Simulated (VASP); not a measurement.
Given:

```
MgF2
1.0
    4.63911     0.00000     0.00000
    0.00000     4.63911     0.00000
    0.00000     0.00000     3.06555
Mg F
2 4
Direct
  0.00000   0.00000   0.00000
  0.50000   0.50000   0.50000
  0.30295   0.30295   0.00000
  0.80295   0.19705   0.50000
  0.19705   0.80295   0.50000
  0.69705   0.69705   0.00000
```

Computed with revTPSS meta-GGA, VASP's PBE PAW potentials (set 64) (plane waves; VASP). Run with 520 eV cut-off, 6×6×8 Γ-centred mesh, tetrahedra with Blöchl corrections, potentials Mg F.

The cores are frozen, which limits the accuracy of field gradients.

Q: Give the principal components of the electric field gradient (V/Å²) and the asymmetry η at each nucleus.

A: 
```tsv
atom	Vxx	Vyy	Vzz	η
Mg1	-4.8	-1.8	6.6	0.46
Mg2	-4.8	-1.8	6.6	0.46
F3	32.1	16.3	-48.4	0.33
F4	32.1	16.3	-48.4	0.33
F5	32.1	16.3	-48.4	0.33
F6	32.1	16.3	-48.4	0.33
```

The compound is MgF2 in the rutile structure. It was relaxed first.
